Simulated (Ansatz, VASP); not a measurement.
## Ga19P19H30 (GaP wire along [111], 38 atoms a period, H-terminated) in two plane-wave programs

Aim: how closely do two programs agree when they are given the same cell, functional and k mesh? The cell is taken from a series of runs on this material, whose earlier steps may have relaxed, scaled, displaced or heated it; both programs get it as it stands.

Program: Ansatz 0.2.0. Level of theory: plane waves, with VASP 6.6.1 beside it; single point at r2SCAN. Results are calculated unless marked as measured.

## (1) The structure

The cell holds 68 atoms: 19 Ga, 19 P and 30 H. Its edges and angles: a = 17.172 Å, b = 18.636 Å, c = 9.547 Å, α = 90.0°, β = 90.0°, γ = 90.0°. Vacuum lies along a and b. The structure's axis is c.

## (2) VASP: single point, r2SCAN

With cell and atoms fixed, the geometry can't cause a difference; cores, projectors, grids and the points listed under the comparison can.

Lines of VASP's logs that name or quote its potential files are left out, and so is its time.

The input, INCAR:

```
SYSTEM = Ga19P19H30
PREC = Accurate
ENCUT = 440
EDIFF = 1E-06
NELM = 120
ISMEAR = -1
SIGMA = 0.05
LREAL = Auto
ALGO = Normal
METAGGA = R2SCAN
LASPH = .TRUE.
NBANDS = 233
LORBIT = 11
LWAVE = .FALSE.
LCHARG = .FALSE.
ISIF = 2
GGA_COMPAT = .FALSE.
EFERMI = MIDGAP
LMIXTAU = .TRUE.
```

The input, POSCAR:

```
Ga19P19H30
1.0
   17.1720000000      0.0000000000      0.0000000000
    0.0000000000     18.6360000000      0.0000000000
    0.0000000000      0.0000000000      9.5472282046
Ga P H
19 19 30
Direct
    0.2673571040      0.6275684810      0.9933965000
    0.3882261060      0.4443227180      0.0086926520
    0.5000129840      0.6227417290      0.0086864310
    0.7326688640      0.6275684810      0.9933965000
    0.2669507020      0.3797894870      0.3270977660
    0.3913981840      0.5615729430      0.3415125110
    0.5000129840      0.3882136390      0.3415031710
    0.5000129840      0.7517765940      0.3271321380
    0.6086277840      0.5615729430      0.3415125110
    0.7330752670      0.3797894870      0.3270977660
    0.2692893260      0.5056413240      0.6619509670
    0.3863901310      0.3187376890      0.6619555230
    0.3829090520      0.6869874770      0.6619539990
    0.5000129840      0.5037863800      0.6691000190
    0.6171169160      0.6869874770      0.6619539990
    0.6136358370      0.3187376890      0.6619555230
    0.7307366420      0.5056413240      0.6619509670
    0.5000129840      0.2562511870      0.9933968110
    0.6117998620      0.4443227180      0.0086926520
    0.2792636860      0.6212204410      0.2443513540
    0.3844809250      0.4423195430      0.2564083520
    0.5000129840      0.2688975390      0.2443442450
    0.5000129840      0.6267193940      0.2564077940
    0.6155450430      0.4423195430      0.2564083520
    0.7207622820      0.6212204410      0.2443513540
    0.2790168670      0.3862115540      0.5782564590
    0.3861740740      0.5643503540      0.5893832070
    0.5000129840      0.3826509480      0.5893780140
    0.5000129840      0.7389415830      0.5782815500
    0.6138518940      0.5643503540      0.5893832070
    0.7210091010      0.3862115540      0.5782564590
    0.2789559830      0.5069052490      0.9136478120
    0.3924070730      0.3258249560      0.9136503930
    0.3865533270      0.6786435670      0.9136476680
    0.5000129840      0.5037917830      0.9199649250
    0.6134726410      0.6786435670      0.9136476680
    0.6076188950      0.3258249560      0.9136503930
    0.7210699850      0.5069052490      0.9136478120
    0.1963537980      0.4271715460      0.2786005460
    0.2761903760      0.2997551210      0.2786221640
    0.4201784150      0.7844197830      0.2786301710
    0.5798475530      0.7844197830      0.2786301710
    0.7238355920      0.2997551210      0.2786221640
    0.8036721700      0.4271715460      0.2786005460
    0.2104760550      0.5908077150      0.3015801640
    0.2734385070      0.6913144470      0.3015942010
    0.4370409110      0.2291957650      0.3015486350
    0.5629850570      0.2291957650      0.3015486350
    0.7265874610      0.6913144470      0.3015942010
    0.7895499130      0.5908077150      0.3015801640
    0.1939593000      0.5457916820      0.6129159410
    0.3074844890      0.7269898860      0.6129051840
    0.3864828130      0.2385351240      0.6129529730
    0.6135431550      0.2385351240      0.6129529730
    0.6925414790      0.7269898860      0.6129051840
    0.8060666680      0.5457916820      0.6129159410
    0.2119954910      0.3505531950      0.6321227000
    0.5000129840      0.8102503130      0.6321555290
    0.7880304770      0.3505531950      0.6321227000
    0.1920276420      0.6676197950      0.9465936990
    0.5000129840      0.1761091300      0.9465454160
    0.8079983260      0.6676197950      0.9465936990
    0.2118356940      0.4711994210      0.9666575630
    0.3252931360      0.2901093140      0.9666604290
    0.3865490460      0.7500611840      0.9666357640
    0.6134769220      0.7500611840      0.9666357640
    0.6747328320      0.2901093140      0.9666604290
    0.7881902740      0.4711994210      0.9666575630
```

The input, KPOINTS:

```
Automatic mesh
0
Gamma
1 1 7
0 0 0
```

Potentials, in the order of the species: Ga_d, P and H (PBE family, release 64).

On the command line:

```
> export OMP_NUM_THREADS=4
> mpirun -np 1 vasp_std
```

Numbers of over 12 decimals in the logs are rounded to 6 here.

What it wrote:

```text
[banner, memory and clock lines left out]
running    1 mpi-ranks, on    1 nodes
[...]
Offloading initialized ...    1 GPUs detected
[...]
|                                                                             |
|               ----> ADVICE to this user running VASP <----                  |
|                                                                             |
|     You enforced a specific xc type in the INCAR file but a different       |
|     [... a line on the potential file left out ...]
|     I HOPE YOU KNOW WHAT YOU ARE DOING!                                     |
|                                                                             |

 LDA part: xc-table for (None), standard interpolation
 POSCAR, INCAR and KPOINTS ok, starting setup
[...]
entering main loop
       N       E                     dE             d eps       ncg     rms          rms(c)
DAV:   1     0.247619584608E+04    0.24762E+04   -0.14262E+05  2200   0.131E+03
DAV:   2    -0.166414773650E+03   -0.26426E+04   -0.25305E+04  2532   0.332E+02
DAV:   3    -0.530452643083E+03   -0.36404E+03   -0.36119E+03  2344   0.135E+02
DAV:   4    -0.557196491278E+03   -0.26744E+02   -0.26655E+02  2544   0.369E+01
[...]
DAV:  26    -0.503372329616E+03   -0.90054E-05   -0.14939E-06  1544   0.489E-03    0.717E-04
DAV:  27    -0.503372333433E+03   -0.38168E-05   -0.14491E-06  1520   0.384E-03    0.206E-03
DAV:  28    -0.503372333607E+03   -0.17468E-06   -0.35270E-07  1464   0.242E-03
   1 F= -.50337233E+03 E0= -.50337233E+03  d E =-.305964E-13
```

Parts of OUTCAR (step 2):

```text
 POSITION                                       TOTAL-FORCE (eV/Angst)
 -----------------------------------------------------------------------------------
      4.59106     11.69537      9.48418         0.067865     -0.040886     -0.016751
      6.66662      8.28040      0.08299         0.039826      0.016400     -0.004691
      8.58622     11.60541      0.08293         0.000000     -0.059852     -0.008706
     12.58139     11.69537      9.48418        -0.067865     -0.040886     -0.016751
      4.58408      7.07776      3.12288         0.079113      0.050930      0.014598
      6.72109     10.46547      3.26050        -0.003990     -0.001976     -0.019670
      8.58622      7.23475      3.26041         0.000000     -0.013956     -0.013307
      8.58622     14.01011      3.12321         0.000000     -0.113472      0.011637
     10.45136     10.46547      3.26050         0.003990     -0.001976     -0.019670
     12.58837      7.07776      3.12288        -0.079113      0.050930      0.014598
      4.62424      9.42313      6.31980         0.052278      0.011035     -0.005849
      6.63509      5.94000      6.31984         0.041192      0.036097     -0.011043
      6.57531     12.80270      6.31983         0.004907     -0.044952     -0.020750
      8.58622      9.38856      6.38805         0.000000      0.021905      0.002587
[...]
-----------------------------------------------------------------------------------
    total drift:                               -0.000070     -0.066920      0.009940

  FREE ENERGIE OF THE ION-ELECTRON SYSTEM (eV)
  ---------------------------------------------------
  free  energy   TOTEN  =      -503.3723336074 eV

  energy  without entropy=     -503.3723336074  energy(sigma->0) =     -503.37233361

[... 2 further parts left out ...]
```

## (3) Ansatz: single point, r2SCAN

Ansatz runs on its PAW soft_1 files.

The same cell, functional, mesh and smearing now go to Ansatz, which takes its cutoff from its data sets.

The input, input.yaml:

```yaml
crystal:
  lattice:
    - [17.172, 0.0, 0.0]
    - [0.0, 18.636, 0.0]
    - [0.0, 0.0, 9.5472282046]
  atoms:
    - { symbol: Ga, position: [0.267357104, 0.627568481, 0.9933965] }
    - { symbol: Ga, position: [0.388226106, 0.444322718, 0.008692652] }
    - { symbol: Ga, position: [0.500012984, 0.622741729, 0.008686431] }
    - { symbol: Ga, position: [0.732668864, 0.627568481, 0.9933965] }
    - { symbol: P, position: [0.279263686, 0.621220441, 0.244351354] }
    - { symbol: P, position: [0.384480925, 0.442319543, 0.256408352] }
    - { symbol: P, position: [0.500012984, 0.268897539, 0.244344245] }
    - { symbol: P, position: [0.500012984, 0.626719394, 0.256407794] }
    - { symbol: P, position: [0.615545043, 0.442319543, 0.256408352] }
    - { symbol: P, position: [0.720762282, 0.621220441, 0.244351354] }
    - { symbol: H, position: [0.196353798, 0.427171546, 0.278600546] }
    - { symbol: H, position: [0.276190376, 0.299755121, 0.278622164] }
    - { symbol: H, position: [0.420178415, 0.784419783, 0.278630171] }
    - { symbol: H, position: [0.579847553, 0.784419783, 0.278630171] }
    - { symbol: H, position: [0.723835592, 0.299755121, 0.278622164] }
    - { symbol: H, position: [0.80367217, 0.427171546, 0.278600546] }
    - { symbol: H, position: [0.210476055, 0.590807715, 0.301580164] }
    - { symbol: H, position: [0.273438507, 0.691314447, 0.301594201] }
    - { symbol: H, position: [0.437040911, 0.229195765, 0.301548635] }
    - { symbol: H, position: [0.562985057, 0.229195765, 0.301548635] }
    - { symbol: H, position: [0.726587461, 0.691314447, 0.301594201] }
    - { symbol: H, position: [0.789549913, 0.590807715, 0.301580164] }
    - { symbol: Ga, position: [0.266950702, 0.379789487, 0.327097766] }
    - { symbol: Ga, position: [0.391398184, 0.561572943, 0.341512511] }
    - { symbol: Ga, position: [0.500012984, 0.388213639, 0.341503171] }
    - { symbol: Ga, position: [0.500012984, 0.751776594, 0.327132138] }
    - { symbol: Ga, position: [0.608627784, 0.561572943, 0.341512511] }
    - { symbol: Ga, position: [0.733075267, 0.379789487, 0.327097766] }
    - { symbol: P, position: [0.279016867, 0.386211554, 0.578256459] }
    - { symbol: P, position: [0.386174074, 0.564350354, 0.589383207] }
    - { symbol: P, position: [0.500012984, 0.382650948, 0.589378014] }
    - { symbol: P, position: [0.500012984, 0.738941583, 0.57828155] }
    - { symbol: P, position: [0.613851894, 0.564350354, 0.589383207] }
    - { symbol: P, position: [0.721009101, 0.386211554, 0.578256459] }
    - { symbol: H, position: [0.1939593, 0.545791682, 0.612915941] }
    - { symbol: H, position: [0.307484489, 0.726989886, 0.612905184] }
    - { symbol: H, position: [0.386482813, 0.238535124, 0.612952973] }
    - { symbol: H, position: [0.613543155, 0.238535124, 0.612952973] }
    - { symbol: H, position: [0.692541479, 0.726989886, 0.612905184] }
    - { symbol: H, position: [0.806066668, 0.545791682, 0.612915941] }
    - { symbol: H, position: [0.211995491, 0.350553195, 0.6321227] }
    - { symbol: H, position: [0.500012984, 0.810250313, 0.632155529] }
    - { symbol: H, position: [0.788030477, 0.350553195, 0.6321227] }
    - { symbol: Ga, position: [0.269289326, 0.505641324, 0.661950967] }
    - { symbol: Ga, position: [0.386390131, 0.318737689, 0.661955523] }
    - { symbol: Ga, position: [0.382909052, 0.686987477, 0.661953999] }
    - { symbol: Ga, position: [0.500012984, 0.50378638, 0.669100019] }
    - { symbol: Ga, position: [0.617116916, 0.686987477, 0.661953999] }
    - { symbol: Ga, position: [0.613635837, 0.318737689, 0.661955523] }
    - { symbol: Ga, position: [0.730736642, 0.505641324, 0.661950967] }
    - { symbol: P, position: [0.278955983, 0.506905249, 0.913647812] }
    - { symbol: P, position: [0.392407073, 0.325824956, 0.913650393] }
    - { symbol: P, position: [0.386553327, 0.678643567, 0.913647668] }
    - { symbol: P, position: [0.500012984, 0.503791783, 0.919964925] }
    - { symbol: P, position: [0.613472641, 0.678643567, 0.913647668] }
    - { symbol: P, position: [0.607618895, 0.325824956, 0.913650393] }
    - { symbol: P, position: [0.721069985, 0.506905249, 0.913647812] }
    - { symbol: H, position: [0.192027642, 0.667619795, 0.946593699] }
    - { symbol: H, position: [0.500012984, 0.17610913, 0.946545416] }
    - { symbol: H, position: [0.807998326, 0.667619795, 0.946593699] }
    - { symbol: H, position: [0.211835694, 0.471199421, 0.966657563] }
    - { symbol: H, position: [0.325293136, 0.290109314, 0.966660429] }
    - { symbol: H, position: [0.386549046, 0.750061184, 0.966635764] }
    - { symbol: H, position: [0.613476922, 0.750061184, 0.966635764] }
    - { symbol: H, position: [0.674732832, 0.290109314, 0.966660429] }
    - { symbol: H, position: [0.788190274, 0.471199421, 0.966657563] }
    - { symbol: Ga, position: [0.500012984, 0.256251187, 0.993396811] }
    - { symbol: Ga, position: [0.611799862, 0.444322718, 0.008692652] }
kpoints:
  mp_grid: { grid: [1, 1, 7] }
  band_path: { path: ["Γ", Z], npoints: 90 }
scf:
  occupations: { method: fermi_dirac, width: 0.05 }
hamiltonian:
  xc: r2scan
  pseudopotentials: { kind: paw, azcp: { folder: soft_1 } }
```

On the command line:

```
> ansatz run input.yaml --threads 4 --pin off --max-ram 16384MiB --backend cpu --events-out ev --progress --plain --runs-dir out
```

What it wrote:

```text
Engine: ansatz 0.2.0, aarch64-unknown-linux-gnu
Pseudopotentials: kind: paw
Pseudopotential: Ga, paw, valence charge 13, recommended cutoff 500 eV (meta_gga), soft_1/Ga.paw.azcp
Pseudopotential: P, paw, valence charge 5, recommended cutoff 500 eV (meta_gga), soft_1/P.paw.azcp
Pseudopotential: H, paw, valence charge 1, recommended cutoff 500 eV (meta_gga), soft_1/H.paw.azcp
Functional definition: r2SCAN
  parameter k0 = 0.174
  parameter k1 = 0.065
  parameter a1 = 4.9479
  exchange = r2scan_x(k0 = k0, k1 = k1, a1 = a1)
  correlation = r2scan_c
Crystal: 68 atoms, lattice volume = 3055.279 Å³
Basis set: ecut = 500 eV, 77631 PW (Γ), exchange–correlation on 512×576×288 points (64 copies of the dense FFT grid, shifted against one another)
Bands: 254, of which v1, the nominal top of the filled ones, is band 186 counted from 1 (185 counted from 0)
Symmetry: 2 space group operations
Space group: Pm (ITA 6), of the structure as read, at distance tolerance 1.5e-4 Å
k-points: 4 of 7 (time reversal used)
Non-local potential: Ga, projectors of the file, l = 0: 2, l = 1: 2, l = 2: 3, l = 3: 1
Non-local potential: P, projectors of the file, l = 0: 2, l = 1: 2, l = 2: 1
Non-local potential: H, projectors of the file, l = 0: 2, l = 1: 1
PAW form: soft (Blöchl's): semilocal exchange-correlation on the pseudo side does not see the compensation charge
PAW frozen core: Ga, regenerated for the run's functional (the file was generated under x = pbe(κ = 0.804, μ = 0.219515), c = pbe(β = 0.066725))
PAW frozen core: P, regenerated for the run's functional (the file was generated under x = pbe(κ = 0.804, μ = 0.219515), c = pbe(β = 0.066725))
PAW one-centre angular grid: Ga, 590 points (default); XC on 160 Gauss nodes
PAW one-centre angular grid: P, 302 points (default); XC on 160 Gauss nodes
PAW one-centre angular grid: H, 302 points (default); XC on 160 Gauss nodes
Initial density: superposition of atomic densities (neutral atoms: chi_scale 0, normalization atom)
Initial wavefunctions: pseudopotential atomic-orbital guess
Functional: x = r2scan, c = r2scan; τ floored in thin density (d = 2e-4 eV/Å³)
SCF iter   1: F=—  HF=-86935.820511 eV  |F-HF|=—  |Δ(HF+E_count)|=         —  Δρ=3.61e-2  dr2=3.41e1  dr2_τ=5.61e-1  ethr=3.10e-3  ⟨swp⟩=8.8  Hψ=5277  notcnv=0  defer=87
preconditioner: auto → Resta (q_TF=auto, 1.921 Å⁻¹)  ε∞=1.8  [insulator: Δε(μ)=3.466 eV  Ē_g=14.664 eV  σ=0.050 eV  W_gap=1.00  n_scr=360 (ndim 8)  ℏωp=13.0 eV  f_vac=0.575  D(μ)=0.00/eV (n_scr^D=0)  ε∞_Penn≈1.8  vacuum switching on, ρ_ref=1.6e-2 e/Å³]
SCF iter   2: F=—  HF=-86929.786627 eV  |F-HF|=—  |Δ(HF+E_count)|=    6.03e0  Δρ=1.78e-2  dr2=7.19e0  dr2_τ=8.59e-2  ethr=3.10e-3  ⟨swp⟩=3.0  Hψ=1538  notcnv=0  defer=244
SCF iter   3: F=—  HF=-86929.664638 eV  |F-HF|=—  |Δ(HF+E_count)|=   1.22e-1  Δρ=2.95e-3  dr2=5.43e-1  dr2_τ=8.15e-3  ethr=1.93e-3  ⟨swp⟩=4.2  Hψ=1563  notcnv=0  defer=244
SCF iter   4: F=—  HF=-86929.506793 eV  |F-HF|=—  |Δ(HF+E_count)|=   1.58e-1  Δρ=1.39e-3  dr2=7.69e-2  dr2_τ=1.59e-3  ethr=1.46e-4  ⟨swp⟩=3.5  Hψ=1974  notcnv=0  defer=245
SCF iter   5: F=—  HF=-86929.511348 eV  |F-HF|=—  |Δ(HF+E_count)|=   4.56e-3  Δρ=4.18e-4  dr2=6.06e-3  dr2_τ=1.79e-4  ethr=2.07e-5  ⟨swp⟩=2.5  Hψ=1544  notcnv=0  defer=245
SCF iter   6: F=—  HF=-86929.514940 eV  |F-HF|=—  |Δ(HF+E_count)|=   3.59e-3  Δρ=1.52e-4  dr2=9.76e-4  dr2_τ=3.18e-5  ethr=1.63e-6  ⟨swp⟩=2.0  Hψ=1519  notcnv=0  defer=245
SCF iter   7: F=—  HF=-86929.515847 eV  |F-HF|=—  |Δ(HF+E_count)|=   9.06e-4  Δρ=5.53e-5  dr2=7.09e-5  dr2_τ=4.05e-6  ethr=2.62e-7  ⟨swp⟩=2.0  Hψ=1431  notcnv=0  defer=245
SCF iter   8: F=—  HF=-86929.516132 eV  |F-HF|=—  |Δ(HF+E_count)|=   2.85e-4  Δρ=1.59e-5  dr2=9.62e-6  dr2_τ=2.63e-7  ethr=1.90e-8  ⟨swp⟩=2.0  Hψ=1760  notcnv=0  defer=245
SCF iter   9: F=—  HF=-86929.516148 eV  |F-HF|=—  |Δ(HF+E_count)|=   1.62e-5  Δρ=5.66e-6  dr2=1.17e-6  dr2_τ=1.49e-8  ethr=2.59e-9  ⟨swp⟩=2.0  Hψ=1515  notcnv=0  defer=245
SCF iter  10: F=-86929.516149 eV  HF=-86929.516149 eV  |F-HF|=1.04e-7  |Δ(HF+E_count)|=   7.18e-7  Δρ=1.28e-6  dr2=6.65e-8  dr2_τ=1.60e-9  ethr=2.69e-11  ⟨swp⟩=16.5  Hψ=6925  notcnv=0
SCF 1 converged in 10 iterations: F = -86929.516149 eV  dr2 = 6.65e-8
  greatest PAW one-centre occupation: 0.993 electrons in one spin orbital (limit 2), on the Ga atom at site 0 (counted from 0), in its partial waves of l = 2
NSCF: frozen V_eff on 91 k-points
[...]
k-point 1: bands = [... 182 lower, -3.0186, -2.8700, -2.8697, -2.5773, 0.7565, 0.8560, 0.8575, 1.1926, ... 64 higher]
  k-point 2: bands = [... 182 lower, -3.0944, -2.9173, -2.8957, -2.8951, 0.8639, 0.8854, 0.8877, 1.0735, ... 64 higher]
  k-point 3: bands = [... 182 lower, -3.0657, -3.0651, -2.9461, -2.9456, 0.9209, 0.9478, 0.9499, 0.9804, ... 64 higher]
```

## (4) Side by side

Known differences besides the potentials themselves: VASP keeps PBE cores, Ansatz makes them for the functional; the cutoff is 500 eV in Ansatz and 440 eV in VASP (PREC = Accurate, projectors in real space). Total energies have different zeros and are not compared.

Compared:

```tsv
quantity	Ansatz	VASP	difference
gap on the k mesh (eV)	3.152	3.155	-0.003
```

A gap on the mesh is an upper bound, since the band edges may lie between its points.

## (5) What came out

| Quantity | Value |
| --- | --- |
| difference in gap on the k mesh (single point, r2SCAN) | -0.0030 eV |

**Reading.** The difference in gap on the k mesh is -0.0030 eV (single point, r2SCAN), within the 0.08 eV picked in this series as the mark of a large difference. How closely two codes agree says nothing of how well the functional describes the real material.

[Lines on the potential files, build, host, timing and source positions are cut from VASP's logs without a mark.]

[Logs are printed without paths, hosts, clocks, repeated set-up lines and the standing remarks that a program may print on its own settings, such as how far it seeks lower states.]

[Hosts, paths, dates, database ids (printed as entryN), source tags and the programs' standing remarks are cut or masked in the printed files.]
